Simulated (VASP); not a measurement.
Calculation: SCAN meta-GGA, VASP's PBE PAW potentials (set 64) (plane waves; VASP 6.6.1).

The input files of a VASP run:

### INCAR
```
SYSTEM = BP
PREC = Accurate; ENCUT = 520; LREAL = .False.
LASPH = .True.
EDIFF = 1E-7; NELM = 100; ALGO = Normal
LMIXTAU = .True.
ISMEAR = -5
METAGGA = SCAN
ISIF = 2
LWAVE = .False.; LCHARG = .False.; LORBIT = 11
NEDOS = 601
```

KPOINTS_OPT:
```
k-points along high-symmetry lines
10
Line-mode
Reciprocal
  0.000000   0.000000   0.000000 ! GAMMA
 -0.500000  -0.500000   0.000000 ! X

 -0.500000  -0.500000   0.000000 ! X
 -0.375000  -0.375000   0.250000 ! U

 -0.375000   0.000000   0.375000 ! K
  0.000000   0.000000   0.000000 ! GAMMA

  0.000000   0.000000   0.000000 ! GAMMA
 -0.000000  -0.000000   0.500000 ! L

 -0.000000  -0.000000   0.500000 ! L
 -0.500000  -0.250000   0.250000 ! W

 -0.500000  -0.250000   0.250000 ! W
 -0.500000  -0.500000   0.000000 ! X
```

**POSCAR**
```
BP
3.1975740
  0.0000000000   0.7071068030   0.7071068030
  0.7071068030   0.0000000000   0.7071068030
  0.7071068030   0.7071068030   0.0000000000
B P
1 1
Cart
  0.0000000000   0.0000000000   0.0000000000
  0.3535534015   0.3535534015   0.3535534015
```

KPOINTS:
```
Automatic
0
gamma
  11 11 11
```

POTCAR, in this order: B P (PBE.64 set). Program: vasp_std.

Question: Estimate the energy per atom (σ→0), band gap (over mesh and band path).

Answer: 
```yaml
energy per atom (σ→0): -910.2 kJ/mol-atom
band gap (over mesh and band path): 1.54 eV
```

File OSZICAR:
```
...
DAV:  24    -0.188678800071E+02   -0.32398E-05   -0.38093E-06  1240   0.295E-02    0.176E-02
DAV:  25    -0.188678806903E+02   -0.68317E-06   -0.96014E-07   976   0.139E-02    0.845E-03
DAV:  26    -0.188678811969E+02   -0.50655E-06   -0.38322E-07  1064   0.101E-02    0.308E-03
DAV:  27    -0.188678818705E+02   -0.67363E-06   -0.55145E-08   456   0.358E-03    0.128E-03
DAV:  28    -0.188678817943E+02    0.76242E-07   -0.19642E-08   448   0.223E-03
   1 F= -.18867882E+02 E0= -.18867882E+02  d E =0.000000E+00
       N       E                     dE             ncg
       N       E                     dE             ncg
```

The compound is BP in the zinc blende structure. It was relaxed first.
